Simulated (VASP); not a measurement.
Data:

```
CELL_PARAMETERS angstrom
      4.41588     0.00000     0.00000
      0.00000     8.82792     0.00000
      0.00000     0.00000     6.20485
ATOMIC_POSITIONS crystal
  Cd 0.00000 0.23766 0.00903
  Cd 0.00000 0.76234 0.00903
  Cd 0.50000 0.00000 0.50756
  Cd 0.50000 0.50000 0.47392
  Te 0.00000 0.50000 0.75187
  Se 0.50000 0.24217 0.25025
  Se 0.50000 0.75783 0.25025
  Se 0.00000 0.00000 0.74811
```

Computed with r2SCAN meta-GGA, VASP's PBE PAW potentials (set 64) (plane waves; VASP 6.6.1). Settings: 400 eV cut-off, 6×3×4 Γ-centred mesh, tetrahedra with Blöchl corrections, potentials Cd Te Se.

Unless said otherwise, spin-orbit coupling is left out, though it shifts the bands of the heavy elements here.

### Question
Give the energies of bands 27 to 40 at the high-symmetry points, in eV from the valence-band maximum.

### Answer

| band | Γ | X | S | Y | Z | U | R | T |
|---|---|---|---|---|---|---|---|---|
| 27 | -3.69 | -3.74 | -3.79 | -2.72 | -2.77 | -4.09 | -4.21 | -3.54 |
| 28 | -2.19 | -3.69 | -3.78 | -2.63 | -2.57 | -4.08 | -4.08 | -3.47 |
| 29 | -2.18 | -2.29 | -2.23 | -2.09 | -1.39 | -2.40 | -2.29 | -1.35 |
| 30 | -2.07 | -2.24 | -2.19 | -2.03 | -1.39 | -2.38 | -2.21 | -1.27 |
| 31 | -2.00 | -2.07 | -2.01 | -1.88 | -1.29 | -2.35 | -2.13 | -1.26 |
| 32 | -1.14 | -1.99 | -1.98 | -1.56 | -1.11 | -2.29 | -1.89 | -1.25 |
| 33 | -0.82 | -1.91 | -1.94 | -0.96 | -1.11 | -1.12 | -1.50 | -1.13 |
| 34 | -0.17 | -1.74 | -1.71 | -0.74 | -0.86 | -0.91 | -1.46 | -1.01 |
| 35 | -0.15 | -1.14 | -1.60 | -0.56 | -0.78 | -0.85 | -1.29 | -0.99 |
| 36 | 0.00 | -0.70 | -1.45 | -0.02 | -0.39 | -0.68 | -1.16 | -0.42 |
| 37 | 0.85 | 3.10 | 3.98 | 2.40 | 2.29 | 2.25 | 3.59 | 2.86 |
| 38 | 3.07 | 3.22 | 3.98 | 2.59 | 2.62 | 2.69 | 3.87 | 2.96 |
| 39 | 3.59 | 3.55 | 4.05 | 3.51 | 3.37 | 4.99 | 4.11 | 3.14 |
| 40 | 3.70 | 3.67 | 4.06 | 3.92 | 3.56 | 5.03 | 4.11 | 3.60 |

The gap is direct, 0.85 eV, from the valence maximum at Γ to the conduction minimum at Γ.

The structure comes from a computed database's Cd4TeSe3 entry (Pmm2); how it stands against other phases isn't given here. It was relaxed first.
